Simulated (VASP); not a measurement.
**IrC in VASP: the effect of Hubbard term**

The system is IrC.

```
CELL_PARAMETERS angstrom
0.00000 2.31043 2.31043
2.31043 0.00000 2.31043
2.31043 2.31043 0.00000
ATOMIC_POSITIONS crystal
Ir 0.00000 0.00000 0.00000
C 0.75000 0.75000 0.75000
```

The cell was built by a generator and needn't be a form met in nature.

Alike in all runs:

- Program: VASP 6.6.1
- Task: single point
- Functional: r2SCAN
- Potentials or basis: VASP PAW PBE potentials, release 64 (Ir, C)
- Cutoff: 520 eV
- k mesh: 10 × 10 × 10
- Occupations: fermi-dirac, width 0.05 eV
- Spin: no spin polarisation
- Further INCAR settings: ALGO = Normal; EDIFF = 1e-07

```tsv
Hubbard term	pressure (GPa)
none	?
Ir d U = 2 eV	-5.6
Ir d U = 3 eV	-8.2
Ir d U = 4 eV	-11.3
Ir d U = 5 eV	-14.8
Ir d U = 6 eV	-19.2
```

What does the run with Hubbard term none give?

Pressure -1.0 GPa.

Worked out: A parabola through the other rows of the pressure, of slope -1.09 GPa per eV there, extrapolates to -2.3 GPa, against the run's -1.0.

Caveats: the PAW data sets were made with another functional, which shifts forces and pressure a little; U without spin polarisation on a metal has little footing (some runs); the U is typed as a test and isn't derived for this compound (some runs).
